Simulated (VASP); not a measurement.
OSZICAR of a VASP run on K2Li2Cl4 (ordered alloy cell):

### OSZICAR
```
       N       E                     dE             d eps       ncg     rms          rms(c)
DAV:   1     0.417760635435E+03    0.41776E+03   -0.23136E+04  1364   0.154E+03
DAV:   2     0.972792214511E+01   -0.40803E+03   -0.39980E+03  1863   0.375E+02
DAV:   3    -0.273891115377E+02   -0.37117E+02   -0.37048E+02  2002   0.101E+02
DAV:   4    -0.292727213511E+02   -0.18836E+01   -0.18795E+01  2553   0.221E+01
DAV:   5    -0.294382039003E+02   -0.16548E+00   -0.16547E+00  2024   0.346E+00    0.642E+00
DAV:   6    -0.288291436862E+02    0.60906E+00   -0.13632E+00  1681   0.475E+00    0.502E+00
DAV:   7    -0.287851213757E+02    0.44022E-01   -0.52969E-01  1889   0.301E+00    0.270E+00
DAV:   8    -0.288039058620E+02   -0.18784E-01   -0.11623E-01  1880   0.182E+00    0.522E-01
DAV:   9    -0.288038904286E+02    0.15433E-04   -0.14666E-02  1929   0.541E-01    0.208E-01
DAV:  10    -0.288049274831E+02   -0.10371E-02   -0.20919E-03  1896   0.253E-01    0.682E-02
DAV:  11    -0.288051875142E+02   -0.26003E-03   -0.48984E-04  1728   0.142E-01    0.237E-02
DAV:  12    -0.288051974169E+02   -0.99027E-05   -0.12014E-04  1800   0.536E-02    0.159E-02
DAV:  13    -0.288051978981E+02   -0.48119E-06   -0.25168E-05  1688   0.334E-02    0.963E-03
DAV:  14    -0.288051965200E+02    0.13780E-05   -0.15110E-05  1976   0.260E-02    0.770E-03
DAV:  15    -0.288051966876E+02   -0.16752E-06   -0.78211E-06  1666   0.142E-02
   1 F= -.28805197E+02 E0= -.28805197E+02  d E =-.288052E+02
```

Question: Which electronic solver shows in the log?

Answer: It is blocked Davidson (ALGO = Normal, or the opening steps of other solvers). The INCAR had ALGO = Normal.

Question: Can the final energy be trusted as converged?

Answer: The run converged. It stopped with EDIFF = 1E-6, NELM = 100, NSW = 60 and EDIFFG = -0.02 after 1 ionic step (PBEsol GGA, plane waves, VASP's PBE PAW potentials (set 64)).

The structure was generated: K2Li2Cl4 was put into an ordered model structure (R-3m), which need not be its known phase. It was relaxed first. The start is the result of an earlier pass.
